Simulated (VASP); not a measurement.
Data:

```
LaB6
1.0
    4.18625     0.00000     0.00000
    0.00000     4.18625     0.00000
    0.00000     0.00000     4.18625
La B
1 6
Cartesian
  0.00000   0.00000   0.00000
  3.34950   2.09312   2.09312
  0.83675   2.09312   2.09312
  2.09312   3.34950   2.09312
  2.09312   0.83675   2.09312
  2.09312   2.09312   3.34950
  2.09312   2.09312   0.83675
```

Calculation: PBE GGA, VASP's PBE PAW potentials (set 64) (plane waves; VASP). Numerical set-up: 400 eV cut-off, 7×7×7 Γ-centred mesh, Gaussian smearing of 0.14 eV, potentials La B.

At this cut-off the stress carries a Pulay error, which pulls relaxed volumes low.

Q: Estimate the energy per atom (σ→0), pressure, band gap (on the k-mesh) with the smallest direct gap where there is one.

A: 
```json
{
  "band gap (on the k-mesh)": "none (metal, semimetal or under 0.01 eV)",
  "energy per atom (σ→0)": "-7.001 eV/atom",
  "pressure": "-3.77 GPa"
}
```

Only differences to runs with the same potentials and settings are physical.

The structure comes from a computed database's LaB6 entry; how it stands against other phases isn't given here. The cell was not relaxed at this level. The electron count is odd and the run is not spin-polarised, which forces a metal.
